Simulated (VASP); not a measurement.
Computed with PBE GGA, VASP's PBE PAW potentials (set 64) (plane waves; VASP).

Input for VASP

INCAR:
```
SIGMA=0.1
LWAVE=.FALSE.
SYSTEM=FePt
ALGO=Normal
MAGMOM=2.9 0.3
PSTRESS=100   # kbar
LASPH=.TRUE.   # aspherical one-centre terms
ENCUT=500
EDIFFG=-0.02
LORBIT=10
LREAL=.FALSE.
GGA=PE   # PBE
LCHARG=.FALSE.
EDIFF=1E-6   # SCF stop (eV)
PREC=Accurate
ISIF=3   # ions, shape and volume
NELM=100
ISPIN=2
NSW=40   # most ionic steps
LMAXMIX=6
ISMEAR=1   # Methfessel-Paxton
IBRION=2
```

File KPOINTS:
```
Automatic mesh
0
Gamma
14 14 10
0 0 0
```

POSCAR:
```
FePt
1.0
  2.6828805908   0.0000000000   0.0000000000
  0.0000000000   2.6828805908   0.0000000000
  0.0000000000   0.0000000000   3.7184015881
Fe Pt
1 1
direct
  0.0000000000   0.0000000000   0.0000000000
  0.5000000000   0.5000000000   0.5000000000
```

POTCAR, in this order: Fe Pt (PBE.64 set). Program: vasp_std.

Unless said otherwise, spin-orbit coupling is left out, though it shifts the bands of the heavy elements here.

**Question.** Estimate the energy per atom (σ→0), cell moment, volume per atom, band gap (on the k-mesh).

**Answer.** 
- energy per atom (σ→0): -7.385 eV/atom
- cell moment: 3.21 μB
- band gap (on the k-mesh): none (metal, semimetal or under 0.01 eV)
- volume per atom: 13.39 Å^3/atom

**OSZICAR**
```
...
       N       E                     dE             d eps       ncg     rms          rms(c)
DAV:   1    -0.147693679468E+02   -0.13245E-02   -0.51496E-03 14507   0.673E-01    0.828E-02
DAV:   2    -0.147692479623E+02    0.11998E-03   -0.39214E-04 17851   0.285E-01    0.621E-02
DAV:   3    -0.147692378095E+02    0.10153E-04   -0.17397E-04 16473   0.367E-01    0.548E-02
DAV:   4    -0.147692197004E+02    0.18109E-04   -0.42597E-05 16408   0.171E-01    0.210E-02
DAV:   5    -0.147692182248E+02    0.14756E-05   -0.24092E-06 12135   0.145E-02    0.816E-03
DAV:   6    -0.147692174364E+02    0.78840E-06   -0.78933E-07  7040   0.163E-02
   5 F= -.13097627E+02 E0= -.13097946E+02  d E =-.545627E-04  mag=     3.2118
```

The compound is FePt in the L1_0 structure. This run relaxes it under an external pressure of 10 GPa. Symmetry was kept, so distortions that lower it aren't found.
